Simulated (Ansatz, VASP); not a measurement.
**Two plane-wave programs on Pt3Pb**

```
Pt Pb
1.0
     4.00316    0.00000    0.00000
     0.00000    4.00316    0.00000
     0.00000    0.00000    4.00316
Pt Pb
3 1
Direct
  0.00000 0.50000 0.50000
  0.50000 0.00000 0.50000
  0.50000 0.50000 0.00000
  0.00000 0.00000 0.00000
```

Change from the starting cell: volume scaled by 0.96, PAW files.

Alike in both runs: task electric field gradients; functional LDA; k mesh 9 × 9 × 9; occupations fermi-dirac, width 0.03 eV; no spin polarisation.

```csv
,VASP,Ansatz
version,VASP 6.6.1,Ansatz 0.2.0
potentials or method,"VASP PAW LDA potentials, release 64 (Pt, Pb_d)","PAW with Ansatz's default frozen-core files, scalar-relativistic"
plane-wave cutoff (eV),520,420
valence electrons in the cell,44,68
```

```csv
,VASP,Ansatz,Ansatz less VASP
pressure (GPa),7.3,6.5,-0.80
Vzz of the field gradient on the site that differs most (V/Å²),-157.7,-170.1,-12.37
```

The two sets of potentials don't hold the same shells in valence. Ansatz warned: «gradients_without_spin_orbit».

The runs have no spin-orbit coupling, so splittings on Pb, Pt are missing.
